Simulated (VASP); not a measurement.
Energy against volume of Gd (hcp). All values below come from PBEsol GGA, VASP's PBE PAW potentials (set 64) (plane waves; VASP). Settings: 520 eV cut-off, 12×12×7 Γ-centred mesh, first-order Methfessel-Paxton smearing of 0.10 eV, potentials Gd_3.

The 4f electrons are frozen in the core of the lanthanide potential, so 4f levels, which can set the real gap, and their magnetism are missing.

Shape and ions are relaxed at each volume.

| V (Å³/atom) | E (eV/atom) |
|---|---|
| 29.075 | -5.00683 |
| 30.003 | -5.01733 |
| 30.931 | -5.01982 |
| 31.859 | -5.01537 |

### Question
Fit these four points and predict the energy of the run at 32.787 Å³/atom.

### Answer
A cubic in V^(−2/3), the third-order Birch-Murnaghan form, passes through the four points with V0 = 30.78 Å³/atom and B0 = 41 GPa, and gives -5.0049 eV/atom there. The run gave -5.0050 eV/atom, -0.1 meV/atom from the fit; all five points give B0 = 40 GPa.

The compound is Gd in the hcp structure. It was relaxed first, which changed the volume by -7 %.
